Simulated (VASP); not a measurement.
OSZICAR of a VASP run on Zr (hcp):

**OSZICAR**
```
       N       E                     dE             d eps       ncg     rms          rms(c)
DAV:   1     0.176455994174E+03    0.17646E+03   -0.13436E+04  4192   0.144E+03
DAV:   2    -0.416268597530E+02   -0.21808E+03   -0.21627E+03  5288   0.415E+02
DAV:   3    -0.585318764293E+02   -0.16905E+02   -0.16736E+02  8136   0.806E+01
DAV:   4    -0.589160462002E+02   -0.38417E+00   -0.38391E+00  4472   0.143E+01
DAV:   5    -0.589290169087E+02   -0.12971E-01   -0.12969E-01  6656   0.175E+00    0.179E+01
DAV:   6    -0.473237731027E+02    0.11605E+02   -0.10774E+01  5264   0.235E+01    0.460E+00
DAV:   7    -0.439010753783E+02    0.34227E+01   -0.17134E+00  4592   0.122E+01    0.134E+00
DAV:   8    -0.457950762610E+02   -0.18940E+01   -0.76538E-01  4304   0.101E+01    0.784E-01
DAV:   9    -0.450256750119E+02    0.76940E+00   -0.11107E+00  4192   0.103E+01    0.697E-01
DAV:  10    -0.450234752134E+02    0.21998E-02   -0.17414E-01  4464   0.352E+00    0.714E-01
DAV:  11    -0.454809947751E+02   -0.45752E+00   -0.25776E-01  4360   0.410E+00    0.276E-01
DAV:  12    -0.454820514569E+02   -0.10567E-02   -0.15573E-02  6832   0.116E+00    0.291E-01
DAV:  13    -0.454802625147E+02    0.17889E-02   -0.12517E-03  4928   0.315E-01    0.139E-01
DAV:  14    -0.454837187355E+02   -0.34562E-02   -0.12339E-02  4344   0.899E-01    0.111E-01
DAV:  15    -0.454834111231E+02    0.30761E-03   -0.74137E-04  5792   0.235E-01    0.109E-01
DAV:  16    -0.454837363053E+02   -0.32518E-03   -0.33467E-04  4472   0.190E-01    0.255E-02
DAV:  17    -0.454838354253E+02   -0.99120E-04   -0.17642E-04  5992   0.897E-02    0.250E-02
DAV:  18    -0.454837848751E+02    0.50550E-04   -0.11441E-04  4360   0.858E-02    0.889E-03
DAV:  19    -0.454837820730E+02    0.28021E-05   -0.28026E-05  4544   0.480E-02    0.122E-02
DAV:  20    -0.454837852216E+02   -0.31486E-05   -0.49892E-06  4952   0.219E-02    0.434E-03
DAV:  21    -0.454837743036E+02    0.10918E-04   -0.10421E-06  6480   0.916E-03    0.134E-03
DAV:  22    -0.454837763246E+02   -0.20210E-05   -0.10168E-07  2688   0.314E-03    0.622E-04
DAV:  23    -0.454837734082E+02    0.29164E-05   -0.17317E-07  3328   0.364E-03    0.291E-04
DAV:  24    -0.454837743346E+02   -0.92635E-06   -0.11558E-08  2384   0.112E-03    0.183E-04
DAV:  25    -0.454837744594E+02   -0.12484E-06   -0.44906E-09  2296   0.640E-04    0.121E-04
DAV:  26    -0.454837743819E+02    0.77549E-07   -0.13035E-09  2312   0.345E-04
   1 F= -.45483774E+02 E0= -.45484062E+02  d E =0.862333E-03
```

Q: Which electronic solver shows in the log?

A: It is blocked Davidson (ALGO = Normal, or the opening steps of other solvers). The INCAR had ALGO = Normal.

Q: Can the final energy be trusted as converged?

A: The calculation finished and met its thresholds. It stopped with EDIFF = 1E-7, NELM = 100 (r2SCAN meta-GGA, plane waves, VASP's PBE PAW potentials (set 64)).

The compound is Zr in the hcp structure. This cell was strained or had an atom moved on purpose.
